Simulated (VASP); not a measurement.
All values below come from PBEsol GGA, VASP's PBE PAW potentials (set 64) (plane waves; VASP 6.6.1).

VASP input:

File KPOINTS:
```
Automatic mesh
0
gamma
 5 5 1
0 0 0
```

### INCAR
```
ALGO  =  Normal
DIPOL  =  0.5 0.5 0.5
EDIFF  =  1E-5
EDIFFG  =  -0.03
ENCUT  =  400
GGA  =  PS
IBRION  =  2
IDIPOL  =  3
ISIF  =  2
ISMEAR  =  1
LASPH  =  .TRUE.
LCHARG  =  .FALSE.
LDIPOL  =  .TRUE.
LMAXMIX  =  4
LREAL  =  .FALSE.
LWAVE  =  .TRUE.
NELM  =  100
NELMIN  =  4
NSW  =  50
PREC  =  Normal
SIGMA  =  0.1
SYSTEM  =  Rb(100) slab
```

### POSCAR
```
Rb(100) slab
1
    5.5763295252    -0.0000000000     0.0000000000
   -0.0000000000     5.5763295252     0.0000000000
   -0.0000000000     0.0000000000    25.9570737191
Rb
4
Direct
  0.5000000000   0.0000000000   0.3388780000
  0.0000000000   0.5000000000   0.4462930000
  0.5000000000   0.0000000000   0.5537070000
  0.0000000000   0.5000000000   0.6611220000
```

POTCAR, in this order: Rb_sv (PBE.64 set). Program: vasp_std.

The resulting files:

File OUTCAR:
```
 ion  position               nearest neighbor table
   1  0.500  0.000  0.339-   2 4.83   2 4.83   2 4.83   2 4.83   3 5.58
   2  0.000  0.500  0.446-   3 4.83   3 4.83   3 4.83   3 4.83   1 4.83   1 4.83   1 4.83   1 4.83
                             4 5.58
   3  0.500  0.000  0.554-   2 4.83   2 4.83   2 4.83   2 4.83   4 4.83   4 4.83   4 4.83   4 4.83
                             1 5.58
   4  0.000  0.500  0.661-   3 4.83   3 4.83   3 4.83   3 4.83   2 5.58
  LATTYP: Found a simple tetragonal cell.
 ALAT       =     5.5763295252
 C/A-ratio  =     4.6548672566
 Subroutine PRICEL returns:
 Original cell was already a primitive cell.
 Subroutine GETGRP returns: Found 16 space group operations
The static configuration has the point symmetry D_2d.
 The point group associated with its full space group is D_4h.
The dynamic configuration has the point symmetry D_2d.
 Subroutine INISYM returns: Found 16 space group operations
 Subroutine IBZKPT returns following result:
 Found      6 irreducible k-points:

 Following reciprocal coordinates:
            Coordinates               Weight
  0.000000  0.000000  0.000000      1.000000
  0.200000  0.000000  0.000000      4.000000
  0.400000  0.000000  0.000000      4.000000
  0.200000  0.200000  0.000000      4.000000
  0.400000  0.200000  0.000000      8.000000
  0.400000  0.400000  0.000000      4.000000
   k-points           NKPTS =      6   k-points in BZ     NKDIM =      6   number of bands    NBANDS=     22
   number of dos      NEDOS =    301   number of ions     NIONS =      4
   total plane-waves  NPLWV = 100352
   dimension x,y,z NGX =    28 NGY =   28 NGZ =  128
   dimension x,y,z NGXF=    56 NGYF=   56 NGZF=  256
   ions per type =               4
   PREC   = normal    normal or accurate (medium, high low for compatibility)
   ISTART =      0    job   : 0-new  1-cont  2-samecut
   ICHARG =      2    charge: 1-file 2-atom 10-const
   ISPIN  =      1    spin polarized calculation?
   LNONCOLLINEAR =      F non collinear calculations
   LSORBIT =      F    spin-orbit coupling
...
```

### OSZICAR
```
       N       E                     dE             d eps       ncg     rms          rms(c)
DAV:   1     0.276577949378E+03    0.27658E+03   -0.11028E+04   320   0.901E+02
DAV:   2     0.426379592689E+02   -0.23394E+03   -0.23206E+03   388   0.210E+02
DAV:   3    -0.253000568022E+01   -0.45168E+02   -0.45145E+02   408   0.851E+01
DAV:   4    -0.380307316160E+01   -0.12731E+01   -0.12715E+01   336   0.194E+01
DAV:   5    -0.384602175170E+01   -0.42949E-01   -0.42948E-01   434   0.291E+00    0.244E+00
DAV:   6    -0.369953607436E+01    0.14649E+00   -0.41171E-01   312   0.169E+00    0.120E+00
DAV:   7    -0.367553397716E+01    0.24002E-01   -0.15131E-01   318   0.944E-01    0.345E-01
DAV:   8    -0.367286501125E+01    0.26690E-02   -0.19239E-02   306   0.544E-01    0.935E-02
DAV:   9    -0.367275407672E+01    0.11093E-03   -0.12579E-03   330   0.150E-01    0.672E-02
DAV:  10    -0.367349447798E+01   -0.74040E-03   -0.13818E-03   306   0.159E-01    0.312E-02
DAV:  11    -0.367402336232E+01   -0.52888E-03   -0.41674E-04   332   0.571E-02    0.251E-02
DAV:  12    -0.367482584289E+01   -0.80248E-03   -0.75300E-04   300   0.737E-02    0.135E-02
DAV:  13    -0.367493293421E+01   -0.10709E-03   -0.80778E-05   228   0.255E-02    0.983E-03
DAV:  14    -0.367503256713E+01   -0.99633E-04   -0.88037E-05   210   0.285E-02    0.383E-03
DAV:  15    -0.367504568264E+01   -0.13116E-04   -0.76207E-06   228   0.994E-03    0.270E-03
DAV:  16    -0.367504280426E+01    0.28784E-05   -0.18338E-05   204   0.919E-03
   1 F= -.36750428E+01 E0= -.36760332E+01  d E =-.367504E+01
```

OUTCAR:
```
------------------------ aborting loop because EDIFF is reached ----------------------------------------
  FORCE on cell =-STRESS in cart. coord.  units (eV):
  Direction    XX          YY          ZZ          XY          YZ          ZX
  --------------------------------------------------------------------------------------
  Total       -0.5811240     -0.5811240      0.1870467      0.0000000      0.0000000      0.0000000
  in kB       -1.1535245     -1.1535245      0.3712856      0.0000000      0.0000000      0.0000000
  external PRESSURE =      -0.6452545 kB  Pullay stress =       0.0000000 kB
  volume of cell :      807.15
      direct lattice vectors                 reciprocal lattice vectors
     5.576329525  0.000000000  0.000000000     0.179329431  0.000000000  0.000000000
     0.000000000  5.576329525  0.000000000     0.000000000  0.179329431  0.000000000
     0.000000000  0.000000000 25.957073719     0.000000000  0.000000000  0.038525144
 POSITION                                       TOTAL-FORCE (eV/Angst)
 -----------------------------------------------------------------------------------
      2.78816      0.00000      8.79628         0.000000     -0.000000     -0.022787
      0.00000      2.78816     11.58446         0.000000     -0.000000     -0.007713
      2.78816      0.00000     14.37261        -0.000000     -0.000000      0.007713
      0.00000      2.78816     17.16079         0.000000      0.000000      0.022787
 -----------------------------------------------------------------------------------
    total drift:                                0.000000      0.000000     -0.000000
  FREE ENERGIE OF THE ION-ELECTRON SYSTEM (eV)
  ---------------------------------------------------
  free  energy   TOTEN  =        -3.6750428043 eV

  energy  without entropy=       -3.6780141096  energy(sigma->0) =       -3.67603324

 reached required accuracy - stopping structural energy minimisation
```
(Selected blocks of OUTCAR.)

OUTCAR:
```
 val. band max:       -1.2540786525   @ k =   0.2000   0.0000   0.0000

 cond. band min:      -1.1123413180   @ k =   0.4000   0.0000   0.0000


 Fermi energy:        -1.2123696640

 k-point     1 :       0.0000    0.0000    0.0000
  band No.  band energies     occupation
      1     -30.2636      2.00000
      2     -30.2636      2.00000
      3     -30.0439      2.00000
      4     -30.0391      2.00000
      5     -14.3691      2.00000
      6     -14.3679      2.00000
      7     -14.3344      2.00000
      8     -14.3344      2.00000
      9     -14.3339      2.00000
     10     -14.3339      2.00000
     11     -14.1576      2.00000
     12     -14.1460      2.00000
     13     -14.1460      2.00000
     14     -14.1157      2.00000
     15     -14.1057      2.00000
     16     -14.1057      2.00000
     17      -3.0105      2.00000
     18      -2.3396      2.00000
     19      -1.4484      2.00422
     20      -0.5986     -0.00000
     21       0.2028     -0.00000
     22       0.2225     -0.00000

 k-point     2 :       0.2000    0.0000    0.0000
  band No.  band energies     occupation
      1     -30.2635      2.00000
      2     -30.2635      2.00000
      3     -30.0433      2.00000
      4     -30.0395      2.00000
      5     -14.3693      2.00000
      6     -14.3678      2.00000
      7     -14.3409      2.00000
      8     -14.3406      2.00000
      9     -14.3332      2.00000
     10     -14.3329      2.00000
     11     -14.1583      2.00000
     12     -14.1553      2.00000
     13     -14.1424      2.00000
     14     -14.1110      2.00000
     15     -14.1097      2.00000
     16     -14.1092      2.00000
     17      -2.7716      2.00000
     18      -2.1191      2.00000
     19      -1.2541      1.64246
     20      -0.4280     -0.00000
     21      -0.1229     -0.00000
     22       0.3713     -0.00000

 k-point     3 :       0.4000    0.0000    0.0000
  band No.  band energies     occupation
      1     -30.2634      2.00000
...
```

The cell is a thin slab with vacuum, built from Rb (bcc): (100) face.
